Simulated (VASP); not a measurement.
Runs of VASP 6.6.1 on H2. The cell holds a molecule in a box, 2 atoms: a = 11.172 Å, b = 11.672 Å, c = 12.172 Å, α = 90.00°, β = 90.00°, γ = 90.00°. 

```csv
task,level,potentials or basis,cell,atoms held fixed (from 0),gap on the mesh (eV),largest force (eV/Å)
single point,optB86b-vdW,"VASP PAW PBE potentials, release 64 (H)",as given,-,(b),(a)
single point,LDA,"VASP PAW LDA potentials, release 64 (H)",as given,-,10.08,0.53
single point,PBE,"VASP PAW PBE potentials, release 64 (H)",as given,-,10.17,-
single point,PBEsol,"VASP PAW PBE potentials, release 64 (H)",as given,-,10.03,0.29
single point,rev-vdW-DF2,"VASP PAW PBE potentials, release 64 (H)",as given,-,10.07,0.01
single point,RPBE+D3(BJ),"VASP PAW PBE potentials, release 64 (H)",as given,-,10.21,0.11
single point,PBE+D4,"VASP PAW PBE potentials, release 64 (H)",as given,-,10.17,-
relaxation of the atoms,PBE+D3(BJ),"VASP PAW PBE potentials, release 64 (H)",atoms relaxed,[0],10.21,-
```

Alike in all rows: no spin polarisation; k mesh 1 × 1 × 1; cutoff (eV) 400; smearing gaussian 0.01 eV.

Question: Fill in the values left out.

Answer: (a) 0.02; (b) 9.98.

Caveats: the PAW data sets were made with another functional, which shifts forces and pressure a little (some runs).

